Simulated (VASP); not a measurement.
# Rb3Ba (I4/mmm) in VASP: equation of state, part 2 of 2

VASP 6.6.1. Earlier steps stand in the parts before.

## (3) Equation of state, PBE, 80.44 Å³/atom (volume scaled by 0.96)

The input, INCAR:

```
SYSTEM = Rb3Ba
PREC = Accurate ; ENCUT = 520
EDIFF = 1E-7 ; ISMEAR = -1
SIGMA = 0.05 ; LREAL = .FALSE.
LASPH = .TRUE. ; NELM = 60
ALGO = Normal ; ISIF = 2
LWAVE = .FALSE. ; LCHARG = .FALSE.
GGA = PE ; NBANDS = 26
```

The input, KPOINTS:

```
regular mesh
0
G
  6 6 6
  0 0 0
```

The input, POSCAR:

```
Rb3Ba
1.0
   -3.3258931576      3.3258931576      7.2717229767
    3.3258931576     -3.3258931576      7.2717229767
    3.3258931576      3.3258931576     -7.2717229767
Ba Rb
1 3
Direct
    0.0000000000      0.0000000000      0.0000000000
    0.5000000000      0.5000000000      0.0000000000
    0.2500000000      0.7500000000      0.5000000000
    0.7500000000      0.2500000000      0.5000000000
```

Potentials or basis: VASP PAW PBE potentials, release 64 (Ba_sv, Rb_sv).

Run with:

```bash
> cat potpaw_PBE.64/Ba_sv/POTCAR potpaw_PBE.64/Rb_sv/POTCAR > POTCAR
> mpirun -np 1 vasp_std > vasp.out
```

OUTCAR:

```text
SYSTEM = Rb3Ba
   PREC = Accurate
   ENCUT = 520
   EDIFF = 1E-7
   ISMEAR = -1
   LREAL = .FALSE.
   LASPH = .TRUE.
   NELM = 60
   ISIF = 2
   GGA = PE

 Found     30 irreducible k-points:

 Following reciprocal coordinates:
            Coordinates               Weight
  0.000000  0.000000  0.000000      1.000000
  0.166667  0.000000  0.000000      8.000000
  0.333333 -0.000000  0.000000      8.000000
  0.500000  0.000000  0.000000      4.000000
  0.166667  0.166667  0.000000      8.000000
  0.333333  0.166667  0.000000     16.000000
   k-points           NKPTS =     30   k-points in BZ     NKDIM =     30   number of bands    NBANDS=     26
   number of dos      NEDOS =    301   number of ions     NIONS =      4
   total plane-waves  NPLWV = 262144
   dimension x,y,z NGX =    64 NGY =   64 NGZ =   64
   dimension x,y,z NGXF=   128 NGYF=  128 NGZF=  128
   ions per type =               1   3
   NGX,Y,Z   is equivalent  to a cutoff of  12.29, 12.29, 12.29 a.u.
   NGXF,Y,Z  is equivalent  to a cutoff of  24.57, 24.57, 24.57 a.u.
 SYSTEM =  Rb3Ba
   PREC   = accura    normal or accurate (medium, high low for compatibility)
   ISTART =      0    job   : 0-new  1-cont  2-samecut
   ICHARG =      2    charge: 1-file 2-atom 10-const
   ISPIN  =      1    spin polarized calculation?
   LNONCOLLINEAR =      F non collinear calculations
   LSORBIT =      F    spin-orbit coupling
   LASPH  =      T    aspherical Exc in radial PAW
   ENCUT  =  520.0 eV  38.22 Ry    6.18 a.u.  16.10 16.10 16.10*2*pi/ulx,y,z
   NELM   =     60;   NELMIN=  2; NELMDL= -5     # of ELM steps
   EDIFF  = 0.1E-06   stopping-criterion for ELM
   LREAL  =      F    real-space projection
   EDIFFG = 0.1E-05   stopping-criterion for IOM
   NSW    =      0    number of steps for IOM
   IBRION =     -1    ionic relax: 0-MD 1-quasi-New 2-CG
   NFREE  =      0    steps in history (QN), initial steepest desc. (CG)
   ISIF   =      2    stress and relaxation
   ISYM   =      2    0-nonsym 1-usesym 2-fastsym
   POTIM  = 0.5000    time-step for ionic-motion
   TEBEG  =    0.0;   TEEND  =   0.0 temperature during run
   PSTRESS=    0.0 pullay stress
   NELECT =      37.0000    total number of electrons
   NUPDOWN=      -1.0000    fix difference up-down
   EMIN   =  10.00;   EMAX   =-10.00  energy-range for DOS
   EFERMI =   0.00;   METHOD = LEGACY
   ISMEAR =    -1;   SIGMA  =   0.05  broadening in eV -4-tet -1-fermi 0-gaus
   EFERMI_NEDOS =   21; number of points for ismear=-14 and -15
   IALGO  =     38    algorithm
   IMIX   =      4    mixing-type and parameters
     AMIX     =   0.40;   BMIX     =  1.00
     AMIX_MAG =   1.60;   BMIX_MAG =  1.00
  volume/ion in A,a.u.               =      80.44       542.81
  Fermi-wavevector in a.u.,A,eV,Ry     =   0.796106  1.504422  8.623160  0.633784
  Thomas-Fermi vector in A             =   1.902564
   LORBIT       =      0    0 simple, 1 ext, 2 COOP (PROOUT), +10 PAW based schemes
   GGA     = PE    functional components
[... 5 lines left out ...]
 non-spin polarized calculation
  energy-cutoff  :      520.00
  volume of cell :      321.75
 maximum number of plane-waves:      8700
   NGX = 33   NGY = 33   NGZ = 33

 number of electron      37.0000000 magnetization

 Free energy of the ion-electron system (eV)
  ---------------------------------------------------
  ext. energy  EPLUGINS =         0.00000000
  ---------------------------------------------------
  free energy    TOTEN  =        -4.19078613 eV

  energy without entropy =       -4.14013372  energy(sigma->0) =       -4.16545992

 E-fermi :   0.3977     XC(G=0):  -6.0133

 val. band max:        0.3817144126   @ k =   0.5000   0.5000   0.3333
 cond. band min:       0.4026285695   @ k =  -0.3333   0.3333   0.0000
 fundamental gap:      0.0209141569
 Fermi energy:         0.3977481082

 k-point     1 :       0.0000    0.0000    0.0000
  band No.  band energies     occupation
      1     -29.5799      2.00000
      2     -28.1620      2.00000
      3     -28.1549      2.00000
      4     -28.0882      2.00000
      5     -14.7076      2.00000
      6     -14.6969      2.00000
[... 18 lines left out ...]
     25       2.0925      0.00000
     26       2.0925      0.00000

 k-point     2 :       0.1667    0.0000    0.0000
  band No.  band energies     occupation
      1     -29.5798      2.00000
      2     -28.1615      2.00000
      3     -28.1554      2.00000
      4     -28.0882      2.00000
      5     -14.7075      2.00000
      6     -14.6973      2.00000
[... 108 lines left out ...]
 k-point     6 :       0.3333    0.1667    0.0000
  band No.  band energies     occupation
      1     -29.5798      2.00000
      2     -28.1599      2.00000
      3     -28.1569      2.00000
      4     -28.0883      2.00000
      5     -14.7071      2.00000
      6     -14.6985      2.00000
[... 18 lines left out ...]
     25       2.0979      0.00000
     26       2.3410      0.00000

 [... further k-points ...]

------------------------ aborting loop because EDIFF is reached ----------------------------------------

  FORCE on cell =-STRESS in cart. coord.  units (eV):
  Direction    XX          YY          ZZ          XY          YZ          ZX
  --------------------------------------------------------------------------------------
  -------------------------------------------------------------------------------------
  Total        0.3421142      0.3421142      0.2113071      0.0000000     -0.0000000     -0.0000000
  in kB        1.7036006      1.7036006      1.0522303      0.0000000     -0.0000000     -0.0000000
  external PRESSURE =       1.4864772 kB  Pullay stress =       0.0000000 kB

 VOLUME and BASIS-vectors are now :
 -----------------------------------------------------------------------------
  energy-cutoff  :      520.00
  volume of cell :      321.75
      direct lattice vectors                 reciprocal lattice vectors
    -3.325893158  3.325893158  7.271722977     0.000000000  0.150335557  0.068759495
     3.325893158 -3.325893158  7.271722977     0.150335557  0.000000000  0.068759495
     3.325893158  3.325893158 -7.271722977     0.150335557  0.150335557  0.000000000

 POSITION                                       TOTAL-FORCE (eV/Angst)
 -----------------------------------------------------------------------------------
      0.00000      0.00000      0.00000         0.000000      0.000000      0.000000
      0.00000      0.00000      7.27172         0.000000      0.000000      0.000000
      3.32589     -0.00000      3.63586        -0.000000      0.000000     -0.000000
     -0.00000      3.32589      3.63586         0.000000     -0.000000     -0.000000
 -----------------------------------------------------------------------------------
    total drift:                               -0.000000     -0.000000     -0.000000

  FREE ENERGIE OF THE ION-ELECTRON SYSTEM (eV)
  ---------------------------------------------------
  free  energy   TOTEN  =        -4.1907861292 eV

  energy  without entropy=       -4.1401337201  energy(sigma->0) =       -4.16545992
```

stdout:

```text
POSCAR found type information on POSCAR BaRb
 POSCAR found :  2 types and       4 ions
 scaLAPACK will be used
 LDA part: xc-table for (Slater+PW92), standard interpolation
 POSCAR, INCAR and KPOINTS ok, starting setup
 FFT: planning ... GRIDC
 FFT: planning ... GRID_SOFT
 FFT: planning ... GRID
 WAVECAR not read
 entering main loop
```

Wall time 3 min (1 thread of Intel Xeon 6975P-C (Granite Rapids), shared host); peak memory 0.69 GiB.

Results:

```
Free energy            : -4.1908 eV
Pressure               : 0.1 GPa
Band gap on the k mesh : none (metal or under the smearing width)
```

## (4) Equation of state, PBE, 82.11 Å³/atom (volume scaled by 0.98)

The input, INCAR:

```
SYSTEM = Rb3Ba
PREC     = Accurate       ! precision mode
ENCUT    = 520            ! plane-wave cutoff, eV
EDIFF    = 1E-7           ! SCF threshold, eV
ISMEAR   = -1             ! smearing method
SIGMA    = 0.05           ! smearing width, eV
LREAL    = .FALSE.        ! projectors in reciprocal space
LASPH    = .TRUE.         ! aspherical terms in the spheres
NELM     = 60             ! most SCF steps
ALGO     = Normal         ! electronic algorithm
ISIF     = 2              ! what is computed and relaxed
LWAVE    = .FALSE.        ! write WAVECAR
LCHARG   = .FALSE.        ! write CHGCAR
GGA      = PE             ! functional
NBANDS   = 26             ! bands
```

The input, KPOINTS:

```
Automatic mesh
0
G
  6 6 6
  0 0 0
```

The input, POSCAR:

```
Rb3Ba
1.0
   -3.3488310766      3.3488310766      7.3218743751
    3.3488310766     -3.3488310766      7.3218743751
    3.3488310766      3.3488310766     -7.3218743751
Ba Rb
1 3
Direct
    0.0000000000      0.0000000000      0.0000000000
    0.5000000000      0.5000000000      0.0000000000
    0.2500000000      0.7500000000      0.5000000000
    0.7500000000      0.2500000000      0.5000000000
```

Run with:

```bash
> cat potpaw_PBE.64/Ba_sv/POTCAR potpaw_PBE.64/Rb_sv/POTCAR > POTCAR
> mpirun -np 1 vasp_std > vasp.out
```

Run time: 4.3 min. Hardware: 1 thread of Intel Xeon 6975P-C (Granite Rapids), shared host; peak memory 0.81 GiB.

It converged, with:

- Free energy: -4.1953 eV
- Pressure: 0.1 GPa
- Band gap on the k mesh: none (metal or under the smearing width)

## (5) Equation of state, PBE, 85.46 Å³/atom (volume scaled by 1.02)

The input, INCAR:

```
SYSTEM = Rb3Ba
  PREC = Accurate
  ENCUT = 520
  EDIFF = 1E-7
  ISMEAR = -1
  SIGMA = 0.05
  LREAL = .FALSE.
  LASPH = .TRUE.
  NELM = 60
  ALGO = Normal
  ISIF = 2
  LWAVE = .FALSE.
  LCHARG = .FALSE.
  GGA = PE
  NBANDS = 26
```

The input, KPOINTS:

```
regular mesh
0
G
  6 6 6
  0 0 0
```

The input, POSCAR:

```
Rb3Ba
1.0
   -3.3937871938      3.3937871938      7.4201662969
    3.3937871938     -3.3937871938      7.4201662969
    3.3937871938      3.3937871938     -7.4201662969
Ba Rb
1 3
Direct
    0.0000000000      0.0000000000      0.0000000000
    0.5000000000      0.5000000000      0.0000000000
    0.2500000000      0.7500000000      0.5000000000
    0.7500000000      0.2500000000      0.5000000000
```

Run with:

```bash
> cat potpaw_PBE.64/Ba_sv/POTCAR potpaw_PBE.64/Rb_sv/POTCAR > POTCAR
> mpirun -np 1 vasp_std > vasp.out
```

It took 4.4 min on 1 thread of Intel Xeon 6975P-C (Granite Rapids), shared host; peak memory 0.81 GiB.

Results (log left out):

* Free energy: -4.1947 eV
* Pressure: -0.1 GPa
* Band gap on the k mesh: none (metal or under the smearing width)

## (6) Equation of state, PBE, 87.14 Å³/atom (volume scaled by 1.04)

The input, INCAR:

```
SYSTEM = Rb3Ba
PREC     = Accurate       ! precision mode
ENCUT    = 520            ! plane-wave cutoff, eV
EDIFF    = 1E-7           ! SCF threshold, eV
ISMEAR   = -1             ! smearing method
SIGMA    = 0.05           ! smearing width, eV
LREAL    = .False.        ! projectors in reciprocal space
LASPH    = .True.         ! aspherical terms in the spheres
NELM     = 80             ! most SCF steps
ALGO     = Normal         ! electronic algorithm
ISIF     = 2              ! what is computed and relaxed
LWAVE    = .False.        ! write WAVECAR
LCHARG   = .False.        ! write CHGCAR
GGA      = PE             ! functional
NBANDS   = 26             ! bands
```

The input, KPOINTS:

```
Automatic mesh
0
Gamma
  6 6 6
  0 0 0
```

The input, POSCAR:

```
Rb3Ba
1.0
   -3.4158253904      3.4158253904      7.4683505450
    3.4158253904     -3.4158253904      7.4683505450
    3.4158253904      3.4158253904     -7.4683505450
Ba Rb
1 3
Direct
    0.0000000000      0.0000000000      0.0000000000
    0.5000000000      0.5000000000      0.0000000000
    0.2500000000      0.7500000000      0.5000000000
    0.7500000000      0.2500000000      0.5000000000
```

Potentials or basis: VASP PAW PBE potentials, release 64 (Ba_sv, Rb_sv).

Run with:

```bash
> cat potpaw_PBE.64/Ba_sv/POTCAR potpaw_PBE.64/Rb_sv/POTCAR > POTCAR
> mpirun -np 1 vasp_std > vasp.out
```

Run time: 4.4 min. Hardware: 1 thread of Intel Xeon 6975P-C (Granite Rapids), shared host; peak memory 0.82 GiB.

The run converged. Its results:

| Quantity | Value |
| --- | --- |
| Free energy | -4.1900 eV |
| Pressure | -0.1 GPa |
| Band gap on the k mesh | none (metal or under the smearing width) |

## (7) Equation of state, PBE, 88.82 Å³/atom (volume scaled by 1.06)

The input, INCAR:

```
SYSTEM = Rb3Ba
PREC = Accurate
ENCUT = 520
EDIFF = 1E-7
ISMEAR = -1
SIGMA = 0.05
LREAL = .False.
LASPH = .True.
NELM = 80
ALGO = Normal
ISIF = 2
LWAVE = .False.
LCHARG = .False.
GGA = PE
NBANDS = 26
```

The input, KPOINTS:

```
regular mesh
0
Gamma
  6 6 6
  0 0 0
```

The input, POSCAR:

```
Rb3Ba
1.0
   -3.4375828267      3.4375828267      7.5159209393
    3.4375828267     -3.4375828267      7.5159209393
    3.4375828267      3.4375828267     -7.5159209393
Ba Rb
1 3
Direct
    0.0000000000      0.0000000000      0.0000000000
    0.5000000000      0.5000000000      0.0000000000
    0.2500000000      0.7500000000      0.5000000000
    0.7500000000      0.2500000000      0.5000000000
```

Run with:

```bash
> cat potpaw_PBE.64/Ba_sv/POTCAR potpaw_PBE.64/Rb_sv/POTCAR > POTCAR
> mpirun -np 1 vasp_std > vasp.out
```

Run time: 4.4 min. Hardware: 1 thread of Intel Xeon 6975P-C (Granite Rapids), shared host; peak memory 0.8 GiB.

Results (log left out):

| Property | Result |
| --- | --- |
| Free energy | -4.1827 eV |
| Pressure | -0.2 GPa |
| Band gap on the k mesh | none (metal or under the smearing width) |

## (8) Equation of state, PBE

This step only gathers the single runs of the series.

Results:

- Equilibrium volume: 83.58 Å³/atom
- Bulk modulus at fixed shape and positions: 3.7 GPa
- Pressure derivative of the bulk modulus: 3.4

Energy against volume, from the lowest point:
```tsv
volume (Å³/atom)	energy (meV/atom)
78.761	3.49
80.437	1.43
82.112	0.30
83.788	0.00
85.464	0.47
87.140	1.64
88.815	3.45
```

Caveat: the cell was scaled at fixed shape and fractional positions, which overstates the stiffness of a crystal with free parameters, most of all of layers and chains. The run has no spin-orbit coupling, so splittings on Ba are missing.
